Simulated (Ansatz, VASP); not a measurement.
# Cross-check of CdF2 between VASP and Ansatz, part 2 of 2

Aim: how closely do two programs agree when they are given the same cell, functional and k mesh?  Other levels of theory on this material are compared in a session of their own.

VASP 6.6.1 and Ansatz 0.2.0.

So far. Step 2 (VASP: band structure, LDA): At this level the cell is under a tension of 4.8 GPa, so at these settings it is away from equilibrium. Step 4 (Differences): Among the levels compared at these points, filled levels agree within 10 meV and empty ones within 31 meV. Ansatz's pressure holds a Pulay correction of 0.91 GPa; VASP's holds none.

### 5. VASP: band structure, r2SCAN

Level of this step: r2SCAN; plane waves and PAW (Cd, F) (VASP).

Levels along a path test the potential and the projectors away from the mesh points.

Input file INCAR:

```
SYSTEM = CdF2
PREC = Accurate
ENCUT = 520
EDIFF = 1E-06
NELM = 100
ISMEAR = 0
SIGMA = 0.02
LREAL = .FALSE.
ALGO = Normal
METAGGA = R2SCAN
LASPH = .TRUE.
NBANDS = 26
LORBIT = 11
LWAVE = .FALSE.
LCHARG = .FALSE.
KPAR = 4
```

Input file POSCAR:

```
CdF2
1.0
    0.0000000000      2.6940000000      2.6940000000
    2.6940000000      0.0000000000      2.6940000000
    2.6940000000      2.6940000000      0.0000000000
Cd F
1 2
Direct
    0.0000000000      0.0000000000      0.0000000000
    0.2500000000      0.2500000000      0.2500000000
    0.7500000000      0.7500000000      0.7500000000
```

Input file KPOINTS:

```
Automatic mesh
0
Gamma
5 5 5
0 0 0
```

Input file KPOINTS_OPT:

```
Line mode
16
Line-mode
Reciprocal
  0.00000000   0.00000000   0.00000000 GAMMA
  0.50000000   0.00000000   0.50000000 X

  0.50000000   0.00000000   0.50000000 X
  0.50000000   0.25000000   0.75000000 W

  0.50000000   0.25000000   0.75000000 W
  0.37500000   0.37500000   0.75000000 K

  0.37500000   0.37500000   0.75000000 K
  0.00000000   0.00000000   0.00000000 GAMMA

  0.00000000   0.00000000   0.00000000 GAMMA
  0.50000000   0.50000000   0.50000000 L

  0.50000000   0.50000000   0.50000000 L
  0.62500000   0.25000000   0.62500000 U

  0.62500000   0.25000000   0.62500000 U
  0.50000000   0.25000000   0.75000000 W

  0.50000000   0.25000000   0.75000000 W
  0.50000000   0.50000000   0.50000000 L

  0.50000000   0.50000000   0.50000000 L
  0.37500000   0.37500000   0.75000000 K

  0.62500000   0.25000000   0.62500000 U
  0.50000000   0.00000000   0.50000000 X
```

PAW data sets: Cd and F (PBE family, release 64).

Run with:

```bash
> mpirun -np 4 vasp_std
```

Numbers of over 12 decimals in the logs are rounded to 6 here.

The program printed:

```text
[banner, memory and clock lines left out]
running    4 mpi-ranks, on    1 nodes
[...]
[... a notice as in an earlier step ...]

 LDA part: xc-table for (None), standard interpolation
 POSCAR, INCAR and KPOINTS ok, starting setup
[...]
entering main loop
       N       E                     dE             d eps       ncg     rms          rms(c)
DAV:   1     0.170553101490E+03    0.17055E+03   -0.15090E+04   552   0.103E+03
DAV:   2    -0.346994740994E+02   -0.20525E+03   -0.19184E+03   606   0.294E+02
DAV:   3    -0.431072728376E+02   -0.84078E+01   -0.83815E+01   582   0.631E+01
DAV:   4    -0.431402075432E+02   -0.32935E-01   -0.32933E-01   566   0.404E+00
[...]
DAV:  14    -0.337193597171E+02    0.48547E-05   -0.32129E-05   550   0.444E-02    0.125E-02
DAV:  15    -0.337193586386E+02    0.10785E-05   -0.85311E-07   382   0.673E-03    0.680E-03
DAV:  16    -0.337193583401E+02    0.29851E-06   -0.66761E-07   308   0.624E-03
   1 F= -.33719358E+02 E0= -.33719358E+02  d E =-.318292E-29
 Start KPOINTS_OPT (optional k-point list driver)
k-point batch [1-10\160]
       N       E                     dE             ncg
DAV:   1     0.197473343989E+03   -0.22800E+04      536
DAV:   2    -0.187305014897E+04   -0.20705E+04      630
DAV:   3    -0.196161452088E+04   -0.88564E+02      554
DAV:   4    -0.196197245723E+04   -0.35794E+00      526
DAV:   5    -0.196197358636E+04   -0.11291E-02      532
DAV:   6    -0.196197359223E+04   -0.58737E-05      520
DAV:   7    -0.196197359227E+04   -0.35258E-07      380
[...]
k-point batch [151-160\160]
       N       E                     dE             ncg
DAV:   1     0.663038130221E+02   -0.10012E+05      552
DAV:   2    -0.191977939410E+04   -0.19861E+04      570
DAV:   3    -0.199603739263E+04   -0.76258E+02      670
DAV:   4    -0.199632126240E+04   -0.28387E+00      624
DAV:   5    -0.199632214130E+04   -0.87890E-03      652
DAV:   6    -0.199632214566E+04   -0.43652E-05      640
DAV:   7    -0.199632214569E+04   -0.27325E-07      472
```

Parts of OUTCAR (step 5):

```text
  Total        0.2458646      0.2458646      0.2458646     -0.0000000      0.0000000      0.0000000
  in kB       10.0735785     10.0735785     10.0735785     -0.0000000      0.0000000      0.0000000
  external PRESSURE =      10.0735785 kB  Pullay stress =       0.0000000 kB

 POSITION                                       TOTAL-FORCE (eV/Angst)
 -----------------------------------------------------------------------------------
      0.00000      0.00000      0.00000         0.000000      0.000000      0.000000
      1.34700      1.34700      1.34700         0.000000      0.000000      0.000000
      4.04100      4.04100      4.04100        -0.000000     -0.000000     -0.000000
 -----------------------------------------------------------------------------------
    total drift:                                0.000000      0.000000      0.000000

  FREE ENERGIE OF THE ION-ELECTRON SYSTEM (eV)
  ---------------------------------------------------
  free  energy   TOTEN  =       -33.7193583401 eV

  energy  without entropy=      -33.7193583401  energy(sigma->0) =      -33.71935834

[... 2 parts as in an earlier step ...]

[... 1 further part left out ...]
[key lines of the parts left out:]
E-fermi :  -1.7940
```

The run ends at a pressure of 1.01 GPa.

### 6. Ansatz: band structure, r2SCAN

The same cell, functional, mesh and smearing now go to Ansatz, which takes its cutoff from its data sets.

Input file input.yaml:

```yaml
crystal:
  lattice:
    - [0.0, 2.694, 2.694]
    - [2.694, 0.0, 2.694]
    - [2.694, 2.694, 0.0]
  atoms:
    - { symbol: Cd, position: [0.0, 0.0, 0.0] }
    - { symbol: F, position: [0.25, 0.25, 0.25] }
    - { symbol: F, position: [0.75, 0.75, 0.75] }
hamiltonian:
  xc: r2scan
  pseudopotentials: { kind: paw }
kpoints:
  mp_grid: { grid: [5, 5, 5] }
  band_path:
    path:
      - [0.0, 0.0, 0.0]
      - [0.16667, 0.0, 0.16667]
      - [0.33333, 0.0, 0.33333]
      - [0.5, 0.0, 0.5]
      - [0.5, 0.08333, 0.58333]
      - [0.5, 0.18333, 0.68333]
      - [0.5, 0.25, 0.75]
      - [0.45, 0.3, 0.75]
      - [0.40833, 0.34167, 0.75]
      - [0.35, 0.35, 0.7]
      - [0.225, 0.225, 0.45]
      - [0.075, 0.075, 0.15]
      - [0.03333, 0.03333, 0.03333]
      - [0.23333, 0.23333, 0.23333]
      - [0.4, 0.4, 0.4]
      - [0.51667, 0.46667, 0.51667]
      - [0.55833, 0.38333, 0.55833]
      - [0.60833, 0.28333, 0.60833]
      - [0.60833, 0.25, 0.64167]
      - [0.55833, 0.25, 0.69167]
      - [0.51667, 0.25, 0.73333]
      - [0.5, 0.3, 0.7]
      - [0.5, 0.38333, 0.61667]
      - [0.5, 0.48333, 0.51667]
      - [0.475, 0.475, 0.55]
      - [0.425, 0.425, 0.65]
      - [0.38333, 0.38333, 0.73333]
      - [0.59167, 0.18333, 0.59167]
      - [0.55, 0.1, 0.55]
      - [0.5, 0.0, 0.5]
    npoints: 1
scf:
  occupations: { method: gaussian, width: 0.02 }
  n_extra_bands: 7
output:
  forces: true
  stress: true
  eigenvalues: true
```

Run with:

```bash
> ansatz run input.yaml --threads 2 --pin off --max-ram 4608MiB --backend cpu --events-out ev --progress --plain --runs-dir out
```

The program printed:

```text
[...]
Crystal: 3 atoms, lattice volume = 39.104 Å³
Basis set: ecut = 500 eV, 965 PW (Γ), exchange–correlation on 120×120×120 points (64 copies of the dense FFT grid, shifted against one another)
Bands: 24, of which v1, the nominal top of the filled ones, is band 17 counted from 1 (16 counted from 0)
Symmetry: 48 space group operations
[...]
k-points: 10 of 125
[...]
k-point 0: bands = [... 13 lower, 4.8876, 5.3650, 5.3650, 5.3650, 9.6716, 19.5159, 19.5159, 19.5159, ... 3 higher]
  k-point 1: bands = [... 13 lower, 4.6322, 5.0070, 5.3965, 5.3965, 10.9620, 17.9052, 20.1134, 20.1134, ... 3 higher]
  k-point 2: bands = [... 13 lower, 4.1320, 4.1320, 5.4592, 5.4592, 13.2765, 16.0760, 21.2727, 21.2727, ... 3 higher]
  k-point 9: bands = [... 13 lower, 3.9368, 4.7392, 5.3048, 5.7928, 14.4571, 16.9136, 19.3350, 19.4494, ... 3 higher]
[key lines of the parts left out:]
SCF converged after 7 iterations
Free energy (F): -9889.378150 eV
Fermi energy:    7.732402 eV
P = ⅓ Tr σ = 0.0307 GPa (0.307 kbar)
```

Wall time 3.1 s (2 threads of Arm Neoverse N1, shared host); peak memory 0.37 GiB.

### 7. Side by side

What differs besides the data sets and the points named for the pairs above, as far as they apply: VASP keeps PBE cores, Ansatz makes them for the functional; the cutoff is 500 eV in Ansatz and 520 eV in VASP. Total energies have different zeros and are not compared.

Both answers:

```csv
quantity,Ansatz,VASP,difference
pressure (GPa),0.03,1.01,-0.98
pressure without Ansatz's Pulay correction (GPa),-0.14,1.01,-1.15
gap over the path points (eV),3.794,3.750,+0.044
```

Levels at points of the path, from each program's valence-band top (eV; 4 filled, then empty):

```
k (reciprocal lattice)                              Ansatz                                VASP
     0.000 0.000 0.000  -0.99 -0.51 -0.51 -0.51 3.79 13.64  -0.99 -0.50 -0.50 -0.50 3.75 13.61
     0.167 0.000 0.167  -1.40 -0.51 -0.43 -0.43 4.96 12.20  -1.40 -0.50 -0.43 -0.43 4.92 12.16
     0.333 0.000 0.333  -2.35 -0.52 -0.21 -0.21 7.21 10.83  -2.35 -0.51 -0.21 -0.21 7.17 10.79
     0.500 0.000 0.500  -2.96 -0.52 -0.09 -0.09 8.92 10.59  -2.97 -0.51 -0.09 -0.09 8.88 10.54
     0.500 0.083 0.583  -2.74 -0.55 -0.30 -0.07 8.94 10.86  -2.74 -0.54 -0.30 -0.07 8.89 10.82
     0.500 0.183 0.683  -2.07 -0.96 -0.60 -0.01 8.98 11.79  -2.08 -0.97 -0.60 -0.01 8.93 11.76
     0.500 0.250 0.750   -1.52 -1.52 -0.62 0.00 8.99 11.87   -1.52 -1.52 -0.61 0.00 8.95 11.87
     0.450 0.300 0.750  -1.94 -1.15 -0.58 -0.04 8.94 11.71  -1.94 -1.15 -0.57 -0.04 8.90 11.70
     0.408 0.342 0.750  -2.22 -0.99 -0.45 -0.13 8.88 11.61  -2.22 -0.99 -0.44 -0.13 8.84 11.60
     0.350 0.350 0.700  -2.17 -1.18 -0.36 -0.24 8.76 11.35  -2.16 -1.18 -0.36 -0.24 8.72 11.34
```

Among the levels compared at these points, filled levels agree within 12 meV and empty ones within 45 meV. Ansatz's pressure holds a Pulay correction of 0.17 GPa; VASP's holds none.

### 8. Outcome

```json
{
  "difference in gap over the path points (band structure, LDA)": "0.014 eV",
  "difference in pressure (band structure, LDA)": "-0.95 GPa",
  "difference in gap over the path points (band structure, r2SCAN)": "0.044 eV",
  "difference in pressure (band structure, r2SCAN)": "-0.98 GPa"
}
```

In words: The difference in pressure is -0.98 GPa (band structure, r2SCAN), at about the 1 GPa picked in this series as the mark of a large difference. 3 further runs of this series are not shown here. How closely two codes agree says nothing of how well the functional describes the real material.

[Lines on the potential files, build, host, timing and source positions are cut from VASP's logs without a mark.]

[Logs are printed without paths, hosts, clocks, repeated set-up lines and the standing remarks that a program may print on its own settings, such as how far it seeks lower states.]

[Hosts, paths, dates, database ids (printed as entryN), source tags and the programs' standing remarks are cut or masked in the printed files.]
